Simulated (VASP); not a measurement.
Data:

```
InSb
1.0
    4.25493     0.00000     0.00000
   -2.12746     3.68488     0.00000
    0.00000     0.00000     3.73972
In Sb
1 1
Direct
  0.00000   0.00000   0.00000
  0.66667   0.33333   0.50000
```

Level of theory: r2SCAN meta-GGA, VASP's PBE PAW potentials (set 64) (plane waves; VASP). Numerical set-up: 400 eV cut-off, 11×11×11 Γ-centred mesh, tetrahedra with Blöchl corrections, potentials In_d Sb.

Question: Give the energies of bands 7 to 12 at the high-symmetry points, in eV from the Fermi level.

Answer: 
```
band      Γ      M      K      A      L      H
----  -----  -----  -----  -----  -----  -----
7     -0.91  -6.61  -6.58  -7.02  -4.83  -3.94
8     -0.45  -2.07  -4.03   1.04  -3.70  -3.58
9     -0.45   0.59   1.77   1.04  -3.04  -3.54
10    -0.24   1.43   4.22   3.37   0.21  -1.51
11     3.85   5.18   4.73   3.55   2.56   0.13
12     3.85   5.33   4.91   4.23   3.67   7.05
```

It has no gap at this level: it comes out as a metal or semimetal.

The structure was generated: InSb was put into the WC type (P-6m2), which need not be its known phase. It was relaxed first, which changed the volume by +10 %.
